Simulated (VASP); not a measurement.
# Sc2GeO: structure and properties in VASP

Wanted: the relaxed cell of Sc2GeO and its properties. The steps: rough relaxation of the start cell, relaxing cell and atoms (PBE + D3), second relaxation, density, ELF and potential (PBE + D3), band structure (PBE + D3), total and projected DOS (PBE + D3) and bands along the symmetry lines (HSE06). The cell is invented: it takes the structure of a Materials Project entry for Sc2CO (space group 166 there), with some of its atoms replaced by other elements, volume scaled by an estimate. It may not be a known or stable phase.

Method: PBE with D3; plane waves and PAW (Ge_d, Sc_sv, O), in the first sound run; inputs show where later runs differ, in VASP 6.6.1.

**1. Set-up**

Before any relaxation, the start is as follows. It takes space group R-3m (No. 166, trigonal). Conventional cell: a = 3.424 Å, b = 3.424 Å, c = 16.759 Å, α = 90.00°, β = 90.00°, γ = 120.00°. Ge has 6 Sc at 2.39 Å nearest. Nearest to Sc lie 3 Ge at 2.39 Å and 3 O at 2.46 Å. Nearest to O lie 6 Sc at 2.46 Å. It derives from Sc2CO. It takes the structure of a Materials Project entry for Sc2CO (space group 166 there), with some of its atoms replaced by other elements, volume scaled by an estimate. Farther neighbours and most contacts between anions are not listed.

**2. Rough relaxation of the start cell**

The start is only an estimate, so a cheap relaxation brings it near a minimum before any careful run. PBE, the usual starting point, adds the gradient of the density. A dispersion term adds the long-range attraction that semilocal functionals lack. D3 makes the C6 coefficients depend on coordination; zero damping switches the term off at short range.

INCAR reads:

```
SYSTEM = Sc2GeO
PREC = Normal
ENCUT = 520
EDIFF = 1E-05
NELM = 60
ISMEAR = 0
SIGMA = 0.05
LREAL = .FALSE.
ALGO = Fast
GGA = PE
IVDW = 11
NBANDS = 27
LORBIT = 11
LWAVE = .FALSE.
LCHARG = .FALSE.
KPAR = 2
IBRION = 2
NSW = 40
ISIF = 3
EDIFFG = -0.04
```

POSCAR reads:

```
Sc2GeO
1.0
    1.7122140000      0.9885470000      5.5863950000
   -1.7122140000      0.9885470000      5.5863950000
    0.0000000000     -1.9770940000      5.5863950000
Ge Sc O
1 2 1
Direct
    0.5000000000      0.5000000000      0.5000000000
    0.2464140400      0.2464140400      0.2464140400
    0.7535859600      0.7535859600      0.7535859600
    0.0000000000      0.0000000000      0.0000000000
```

KPOINTS reads:

```
Automatic mesh
0
Gamma
6 6 6
0 0 0
```

The projector-augmented-wave data sets are Ge_d, Sc_sv and O (PBE family, release 64).

Launch:

```console
mpirun -np 2 vasp_std
```

Output:

```text
[banner, memory and clock lines left out]
running    2 mpi-ranks, on    1 nodes
[...]
LDA part: xc-table for (Slater+PW92), standard interpolation
 POSCAR, INCAR and KPOINTS ok, starting setup
[...]
entering main loop
       N       E                     dE             d eps       ncg     rms          rms(c)
DAV:   1     0.639584790448E+03    0.63958E+03   -0.20157E+04  1805   0.319E+03
DAV:   2     0.688436643717E+02   -0.57074E+03   -0.56209E+03  1960   0.835E+02
DAV:   3    -0.263336615265E+02   -0.95177E+02   -0.92734E+02  2595   0.272E+02
DAV:   4    -0.312550410412E+02   -0.49214E+01   -0.48954E+01  2437   0.686E+01
[...]
RMM:  13    -0.264713692802E+02    0.61904E-05   -0.95992E-04  2192   0.290E-01    0.156E-02
RMM:  14    -0.264713954400E+02   -0.26160E-04   -0.30558E-04  1875   0.109E-01    0.129E-02
RMM:  15    -0.264714013897E+02   -0.59498E-05   -0.66865E-05  1416   0.663E-02
   1 F= -.27658526E+02 E0= -.27657814E+02  d E =-.276585E+02
[...]
|     The electronic self-consistency was not achieved in the given           |
[... from here on, the cycles between the ionic steps are left out ...]
   2 F= -.28551316E+02 E0= -.28549863E+02  d E =-.892791E+00
[...]
|     The electronic self-consistency was not achieved in the given           |
   3 F= -.29233497E+02 E0= -.29231950E+02  d E =-.157497E+01
   4 F= -.29254947E+02 E0= -.29253721E+02  d E =-.159642E+01
   5 F= -.29564678E+02 E0= -.29563646E+02  d E =-.309731E+00
   6 F= -.29678966E+02 E0= -.29676553E+02  d E =-.424019E+00
   7 F= -.29689997E+02 E0= -.29688010E+02  d E =-.435050E+00
   8 F= -.29902167E+02 E0= -.29898658E+02  d E =-.212170E+00
   9 F= -.29030127E+02 E0= -.29028865E+02  d E =0.659870E+00
  10 F= -.29931698E+02 E0= -.29929906E+02  d E =-.241701E+00
[...]
hard stop encountered!  aborting job ...
[...]
soft stop encountered!  aborting job ...
  11 F= -.30014029E+02 E0= -.30012322E+02  d E =-.341350E-02
 deleting file STOPCAR
```

Wall time 17 min (2 MPI ranks of AMD EPYC 7R43, shared host); peak memory 0.46 GiB.

Lines that name or quote the potential files are left out of all logs, and their timing lines are given in words.

The run was stopped at its time limit, by a STOPCAR file.

By then 10 ionic steps had been finished.

The next step goes on from the cell that it reached.

**3. Relaxing cell and atoms (PBE + D3)**

Properties are meant for the cell that this level of theory prefers, so cell and atoms are relaxed first (ISIF = 3) until forces and stress are small; EDIFFG sets the threshold.

INCAR reads:

```
SYSTEM = Sc2GeO
PREC = Accurate
ENCUT = 520
EDIFF = 1E-06
NELM = 100
ISMEAR = 0
SIGMA = 0.05
LREAL = .FALSE.
ALGO = Normal
GGA = PE
IVDW = 11
NBANDS = 27
LORBIT = 11
LWAVE = .FALSE.
LCHARG = .FALSE.
KPAR = 2
IBRION = 2
NSW = 60
ISIF = 3
EDIFFG = -0.01
```

POSCAR reads:

```
Sc2GeO
1.0
    1.6235919585      0.9373810805      6.6562592193
   -1.6235919585      0.9373810805      6.6562592193
    0.0000000000     -1.8747621611      6.6562592193
Ge Sc O
1 2 1
Direct
    0.5000000000      0.5000000000      0.5000000000
    0.2746921925      0.2746921925      0.2746921925
    0.7253078075      0.7253078075      0.7253078075
    0.0000000000      0.0000000000      0.0000000000
```

KPOINTS reads:

```
Automatic mesh
0
Gamma
8 8 8
0 0 0
```

Launch:

```console
mpirun -np 2 vasp_std
```

Output:

```text
[... set-up lines as in an earlier step ...]
 entering main loop
       N       E                     dE             d eps       ncg     rms          rms(c)
DAV:   1     0.644378458867E+03    0.64438E+03   -0.20059E+04  3645   0.302E+03
DAV:   2     0.671022629972E+02   -0.57728E+03   -0.56819E+03  4038   0.821E+02
DAV:   3    -0.284543282544E+02   -0.95557E+02   -0.93349E+02  5623   0.271E+02
DAV:   4    -0.327415837489E+02   -0.42873E+01   -0.42512E+01  5222   0.571E+01
DAV:   5    -0.328444441807E+02   -0.10286E+00   -0.10247E+00  5892   0.951E+00    0.152E+01
DAV:   6    -0.290617602674E+02    0.37827E+01   -0.21057E+01  5688   0.382E+01    0.633E+00
DAV:   7    -0.289366338258E+02    0.12513E+00   -0.14200E+00  5145   0.111E+01    0.360E+00
DAV:   8    -0.288905256590E+02    0.46108E-01   -0.29405E-01  5065   0.458E+00    0.653E-01
DAV:   9    -0.288846366385E+02    0.58890E-02   -0.76658E-02  5444   0.195E+00    0.405E-01
DAV:  10    -0.288833992217E+02    0.12374E-02   -0.65927E-03  5132   0.646E-01    0.127E-01
DAV:  11    -0.288834638157E+02   -0.64594E-04   -0.53331E-04  5556   0.201E-01    0.361E-02
DAV:  12    -0.288834746515E+02   -0.10836E-04   -0.31470E-05  5564   0.809E-02    0.957E-03
DAV:  13    -0.288834728320E+02    0.18194E-05   -0.11739E-05  4796   0.327E-02    0.258E-03
DAV:  14    -0.288834727819E+02    0.50128E-07   -0.67829E-07  2612   0.854E-03
   1 F= -.29995455E+02 E0= -.29993933E+02  d E =-.299955E+02
 curvature:   0.00 expect dE= 0.000E+00 dE for cont linesearch  0.000E+00
 trial: gam= 0.00000 g(F)=  0.646E-01 g(S)=  0.136E-01 ort = 0.000E+00 (trialstep = 0.100E+01)
 search vector abs. value=  0.782E-01
 bond charge predicted
       N       E                     dE             d eps       ncg     rms          rms(c)
DAV:   1    -0.289795114662E+02   -0.96039E-01   -0.16864E+01  5699   0.794E+01    0.326E+00
DAV:   2    -0.289306630908E+02    0.48848E-01   -0.19109E+00  4685   0.120E+01    0.105E+00
DAV:   3    -0.289114622781E+02    0.19201E-01   -0.96320E-02  5753   0.373E+00    0.568E-01
DAV:   4    -0.289052595995E+02    0.62027E-02   -0.14144E-02  5697   0.147E+00    0.273E-01
DAV:   5    -0.289048849042E+02    0.37470E-03   -0.22660E-03  5497   0.531E-01    0.121E-01
DAV:   6    -0.289047940695E+02    0.90835E-04   -0.33525E-04  5727   0.171E-01    0.354E-02
DAV:   7    -0.289047970750E+02   -0.30056E-05   -0.23357E-05  5043   0.564E-02    0.135E-02
DAV:   8    -0.289047962686E+02    0.80646E-06   -0.67254E-06  4446   0.247E-02
   2 F= -.30051180E+02 E0= -.30050392E+02  d E =-.557257E-01
[...]
3 F= -.30060393E+02 E0= -.30058898E+02  d E =-.649384E-01
[...]
4 F= -.30060716E+02 E0= -.30059058E+02  d E =-.652609E-01
[...]
5 F= -.30066122E+02 E0= -.30064178E+02  d E =-.540632E-02
[...]
6 F= -.30068608E+02 E0= -.30066698E+02  d E =-.789232E-02
[...]
7 F= -.30068607E+02 E0= -.30066699E+02  d E =-.789085E-02
 curvature:  -0.45 expect dE=-0.280E-04 dE for cont linesearch -0.779E-05
 ZBRENT: accuracy reached
 trial: gam=-0.02095 g(F)=  0.113E-04 g(S)=  0.508E-04 ort = 0.695E-03 (trialstep = 0.104E+01)
 search vector abs. value=  0.453E-04
 bond charge predicted
       N       E                     dE             d eps       ncg     rms          rms(c)
DAV:   1    -0.289208462999E+02    0.12322E-03   -0.75951E-03  4048   0.128E+00    0.777E-02
DAV:   2    -0.289207951367E+02    0.51163E-04   -0.52325E-04  5460   0.286E-01    0.472E-02
DAV:   3    -0.289207502447E+02    0.44892E-04   -0.78039E-05  5869   0.105E-01    0.937E-03
DAV:   4    -0.289207500569E+02    0.18781E-06   -0.11418E-05  4648   0.286E-02    0.400E-03
DAV:   5    -0.289207501561E+02   -0.99203E-07   -0.51470E-07  2262   0.991E-03
   8 F= -.30068650E+02 E0= -.30066750E+02  d E =-.431311E-04
 trial-energy change:   -0.000043  1 .order   -0.000040   -0.000050   -0.000031
 step:   2.8361(harm=  2.8361)  dis= 0.00026  next Energy=   -30.068674 (dE=-0.675E-04)
 reached required accuracy - stopping structural energy minimisation
```

It took 23 min on 2 MPI ranks; peak memory 0.87 GiB.

Parts of OUTCAR (step 3):

```text
ion  position               nearest neighbor table
   1  0.500  0.500  0.500-   2 2.86   3 2.86   2 2.86   2 2.86   3 2.86   3 2.86
   2  0.275  0.275  0.275-   4 2.21   4 2.21   4 2.21   1 2.86   1 2.86   1 2.86   3 3.00   3 3.00
                             3 3.00
   3  0.725  0.725  0.725-   4 2.21   4 2.21   4 2.21   1 2.86   1 2.86   1 2.86   2 3.00   2 3.00
                             2 3.00
   4  0.000  0.000  0.000-   3 2.21   2 2.21   3 2.21   3 2.21   2 2.21   2 2.21

  LATTYP: Found a trigonal (rhomboedric) cell.
 ALAT       =     6.9152383135
 COS(alpha) =     0.8897523157

 Subroutine GETGRP returns: Found 12 space group operations
 (whereof 12 operations were pure point group operations)

The static configuration has the point symmetry D_3d.

 Found     65 irreducible k-points:

   k-points           NKPTS =     65   k-points in BZ     NKDIM =     65   number of bands    NBANDS=     27

   dimension x,y,z NGX =    54 NGY =   54 NGZ =   54
   dimension x,y,z NGXF=   108 NGYF=  108 NGZF=  108

   ENCUT  =  520.0 eV  38.22 Ry    6.18 a.u.  12.86 12.86 12.86*2*pi/ulx,y,z

   NELECT =      42.0000    total number of electrons

 k-points in reciprocal lattice and weights: Automatic mesh
   0.00000000  0.00000000  0.00000000       0.002
   0.12500000  0.00000000  0.00000000       0.012
   0.25000000  0.00000000  0.00000000       0.012
   0.37500000  0.00000000 -0.00000000       0.012
   0.50000000  0.00000000  0.00000000       0.006
   0.12500000  0.12500000  0.00000000       0.012
   0.25000000  0.12500000 -0.00000000       0.023
   0.37500000  0.12500000  0.00000000       0.023
   0.50000000  0.12500000  0.00000000       0.023
[...]
-0.37500000  0.50000000  0.37500000       0.012
   0.50000000  0.50000000  0.50000000       0.002

 Edisp (eV)   -1.14764

 average (electrostatic) potential at core
       1 -72.0795       2 -44.1745       3 -44.1745       4 -70.7471

 E-fermi :   7.1212

 k-point     1 :       0.0000    0.0000    0.0000
  band No.  band energies     occupation
    ...
     16      -0.3905      2.00000
     17       0.9790      2.00000
     18       0.9790      2.00000
     19       4.2102      2.00000
     20       6.5722      2.00000
     21       7.9637      0.00000
     22       7.9637      0.00000
     23       8.2621      0.00000
     24       8.8070      0.00000
     25       8.9975      0.00000
    ...

 k-point     2 :       0.1250    0.0000    0.0000
  band No.  band energies     occupation
    ...
     16      -0.1780      2.00000
     17       0.7759      2.00000
     18       0.9695      2.00000
     19       4.1262      2.00000
     20       6.8394      2.00000
     21       7.2809      0.00001
     22       8.0399      0.00000
     23       8.1111      0.00000
     24       8.5554      0.00000
     25       8.7972      0.00000
    ...

 k-point     3 :       0.2500    0.0000    0.0000
  band No.  band energies     occupation
    ...
     17       0.4214      2.00000
     18       0.9352      2.00000
     19       4.1611      2.00000
     20       5.8958      2.00000
     21       6.5512      2.00000
     22       7.9031      0.00000
     23       8.0346      0.00000
     24       8.2614      0.00000
     25       9.2720      0.00000
     26       9.4386      0.00000
    ...

 Edisp (eV)   -1.14790

  Total      -0.01972    -0.01972     0.02668     0.00000    -0.00000     0.00000
  in kB      -0.53166    -0.53166     0.71942     0.00000    -0.00000     0.00000
  external pressure =       -0.11 kB  Pullay stress =        0.00 kB

  energy-cutoff  :      520.00
  volume of cell :       59.41
      direct lattice vectors                 reciprocal lattice vectors
     1.611371586  0.930325649  6.605415194     0.310294661  0.179148739  0.050463646
    -1.611371586  0.930325649  6.605415194    -0.310294661  0.179148739  0.050463646
     0.000000000 -1.860651299  6.605415194     0.000000000 -0.358297477  0.050463646

 POSITION                                       TOTAL-FORCE (eV/Angst)
 -----------------------------------------------------------------------------------
      0.00000     -0.00000      9.90812         0.000000      0.000000      0.000000
      0.00000     -0.00000      5.36498         0.000000      0.000000     -0.009440
      0.00000     -0.00000     14.45127         0.000000     -0.000000      0.009440
     -0.00000     -0.00000      0.00000        -0.000000      0.000000     -0.000000
 -----------------------------------------------------------------------------------
    total drift:                                0.000000     -0.000000     -0.000000

  FREE ENERGIE OF THE ION-ELECTRON SYSTEM (eV)
  ---------------------------------------------------
  free  energy   TOTEN  =       -30.0686496497 eV

  energy  without entropy=      -30.0648494902  energy(sigma->0) =      -30.06674957

 reached required accuracy - stopping structural energy minimisation

 total charge
# of ion       s       p       d       tot
------------------------------------------
    1        1.172   1.223  10.004  12.399
    2        2.184   6.168   1.236   9.588
    3        2.184   6.168   1.236   9.588
    4        1.556   3.464   0.000   5.019
--------------------------------------------------
tot          7.095  17.024  12.477  36.595

[... 3 further parts left out ...]
```

The run keeps the 12 symmetry operations of its start, so it cannot find a distortion of lower symmetry.

The steps of the relaxation:

| step | energy less that of the first step (eV) | largest force (eV/Å) | pressure (GPa) | volume (Å³) |
| --- | --- | --- | --- | --- |
| 1 | 0.0000 | 0.8183 | -1.60 | 60.78 |
| 2 | -0.0557 | 0.4445 | 0.53 | 59.45 |
| 3 | -0.0649 | 0.2446 | 1.67 | 58.79 |
| 4 | -0.0653 | 0.2049 | 1.88 | 58.64 |
| 5 | -0.0707 | 0.0998 | -1.21 | 59.90 |
| 6 | -0.0732 | 0.0072 | -0.11 | 59.44 |
| 7 | -0.0732 | 0.0108 | 0.01 | 59.43 |
| 8 | -0.0732 | 0.0094 | -0.01 | 59.41 |

| conventional cell, symmetrised | before | after | change |
| --- | --- | --- | --- |
| a (Å) | 3.247 | 3.223 | -0.8 % |
| b (Å) | 3.247 | 3.223 | -0.8 % |
| c (Å) | 19.969 | 19.816 | -0.8 % |
| volume (Å³/atom) | 15.20 | 14.85 | -2.3 % |

The atoms that moved most (Å, as changes of fractional coordinates times the final cell):

| atom | dx | dy | dz | length |
| --- | --- | --- | --- | --- |
| Sc2 | 0.000 | 0.000 | -0.078 | 0.078 |
| Sc3 | 0.000 | 0.000 | 0.078 | 0.078 |

Final coordinates:

```
Ge Sc O
1.0
     1.61137    0.93033    6.60542
    -1.61137    0.93033    6.60542
     0.00000   -1.86065    6.60542
Ge Sc O
1 2 1
Cartesian
  0.0000 0.0000 9.9081
  0.0000 0.0000 5.3650
  0.0000 0.0000 14.4513
  0.0000 0.0000 0.0000
```

This step gave:

| Quantity | Value |
| --- | --- |
| electrons | 42 |
| bands | 27 |
| irreducible k-points | 65 |
| symmetry operations | 12 |
| free energy (TOTEN) | -30.07 eV |
| energy at zero smearing | -30.07 eV |
| Fermi energy | 7.121 eV |
| pressure | -0.01146 GPa |
| metallic, judged on the points sampled | yes |
| SCF cycles over all ionic steps | 60 |

It ends with a largest force of 0.009 eV/Å and a pressure of -0.01 GPa.

[end of part 1 of 4]

[Lines on the potential files, build, host, timing and source positions are cut from VASP's logs without a mark.]

[Logs are printed without paths, hosts, clocks, repeated set-up lines and the standing remarks that a program may print on its own settings, such as how far it seeks lower states.]

[Hosts, paths, dates, database ids (printed as entryN), source tags and the programs' standing remarks are cut or masked in the printed files.]

[A measured line is paired with the nearest computed mode of its activity, which favours agreement.]

[In band tables of VASP the shares of atoms and orbitals are scaled to a sum of 1 inside the atoms' spheres.]
